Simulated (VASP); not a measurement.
Level of theory: PBE GGA, VASP's PBE PAW potentials (set 64) (plane waves; VASP).

A VASP calculation is set up with these files.

INCAR:
```
SYSTEM = Zn4S3Se
PREC = Accurate
ENCUT = 400
EDIFF = 1E-6
NELM = 100
ALGO = Normal
LREAL = .FALSE.
LASPH = .TRUE.
ISMEAR = 0
SIGMA = 0.05
GGA = PE
LMAXMIX = 4
LWAVE = .FALSE.
LCHARG = .FALSE.
ICHARG = 11
```

File KPOINTS:
```
k-points along high-symmetry lines
15
Line-mode
Reciprocal
  0.000000   0.000000   0.000000 ! GAMMA
  0.000000   0.500000   0.000000 ! X

  0.000000   0.500000   0.000000 ! X
  0.500000   0.500000   0.000000 ! M

  0.500000   0.500000   0.000000 ! M
  0.000000   0.000000   0.000000 ! GAMMA

  0.000000   0.000000   0.000000 ! GAMMA
  0.500000   0.500000   0.500000 ! R

  0.500000   0.500000   0.500000 ! R
  0.000000   0.500000   0.000000 ! X

  0.500000   0.500000   0.500000 ! R
  0.500000   0.500000   0.000000 ! M
```

POSCAR:
```
Zn4S3Se
5.5148230
  1.0000000422   0.0000000000   0.0000000000
  0.0000000000   1.0000000422   0.0000000000
  0.0000000000   0.0000000000   1.0000000422
Zn Se S
4 1 3
Cartesian
  0.9933728959   0.9933728959   0.9933728959
  0.5066271675   0.5066271675   0.9933728959
  0.5066271675   0.9933728959   0.5066271675
  0.9933728959   0.5066271675   0.5066271675
  0.2500000106   0.2500000106   0.2500000106
  0.7500000317   0.7500000317   0.2500000106
  0.7500000317   0.2500000106   0.7500000317
  0.2500000106   0.7500000317   0.7500000317
```

POTCAR, in this order: Zn Se S (PBE.64 set). Program: vasp_std. Read from the step before: CHGCAR.

Output of the run:

**OSZICAR**
```
       N       E                     dE             d eps       ncg     rms          rms(c)
DAV:   1     0.514577070611E+03    0.51458E+03   -0.29252E+04  7740   0.167E+03
DAV:   2     0.397436502726E+02   -0.47483E+03   -0.46306E+03  7842   0.396E+02
DAV:   3    -0.229968001480E+02   -0.62740E+02   -0.61550E+02  8685   0.137E+02
DAV:   4    -0.254645836000E+02   -0.24678E+01   -0.24597E+01  8971   0.266E+01
DAV:   5    -0.255023497677E+02   -0.37766E-01   -0.37740E-01  8914   0.321E+00
DAV:   6    -0.255032887008E+02   -0.93893E-03   -0.93878E-03  8989   0.511E-01
DAV:   7    -0.255033195460E+02   -0.30845E-04   -0.30843E-04  8952   0.901E-02
DAV:   8    -0.255033207894E+02   -0.12434E-05   -0.12432E-05  8962   0.178E-02
DAV:   9    -0.255033208355E+02   -0.46150E-07   -0.46203E-07  5833   0.351E-03
   1 F= -.25503321E+02 E0= -.25503321E+02  d E =-.944434E-14
```

OUTCAR:
```
 val. band max:        1.7789880645   @ k =   0.0000   0.0000   0.0000

 cond. band min:       3.5073236828   @ k =   0.0000   0.0000   0.0000



 k-point     1 :       0.0000    0.0000    0.0000
  band No.  band energies     occupation
      1     -11.2495      2.00000
      2     -10.1358      2.00000
      3     -10.1358      2.00000
      4     -10.0734      2.00000
      5      -4.5577      2.00000
      6      -4.5577      2.00000
      7      -4.5577      2.00000
      8      -4.5328      2.00000
      9      -4.5328      2.00000
     10      -4.5328      2.00000
     11      -4.2558      2.00000
     12      -4.2558      2.00000
     13      -4.2558      2.00000
     14      -4.2338      2.00000
     15      -4.2338      2.00000
     16      -4.2338      2.00000
     17      -4.1127      2.00000
     18      -4.1127      2.00000
     19      -4.0480      2.00000
     20      -4.0480      2.00000
     21      -4.0480      2.00000
     22      -3.9446      2.00000
     23      -3.8971      2.00000
     24      -3.8971      2.00000
     25      -2.7651      2.00000
     26      -2.7651      2.00000
     27      -2.7651      2.00000
     28      -0.4746      2.00000
     29      -0.4746      2.00000
     30      -0.4746      2.00000
     31      -0.2833      2.00000
     32      -0.2833      2.00000
     33      -0.2833      2.00000
     34       1.7790      2.00000
     35       1.7790      2.00000
     36       1.7790      2.00000
     37       3.5073      0.00000
     38       4.8922      0.00000
     39       5.2248      0.00000
     40       5.2248      0.00000
     41       5.6610      0.00000
     42       5.6610      0.00000
     43       5.6610      0.00000

 k-point     2 :       0.0000    0.0357    0.0000
  band No.  band energies     occupation
      1     -11.2465      2.00000
      2     -10.1386      2.00000
      3     -10.1357      2.00000
      4     -10.0748      2.00000
      5      -4.5581      2.00000
      6      -4.5567      2.00000
...
```

The density is held fixed in this step, so its total energy and stress have no physical meaning.

The structure was generated: Zn4S3Se was put into an ordered model structure (P-43m), which need not be its known phase. It was relaxed first.
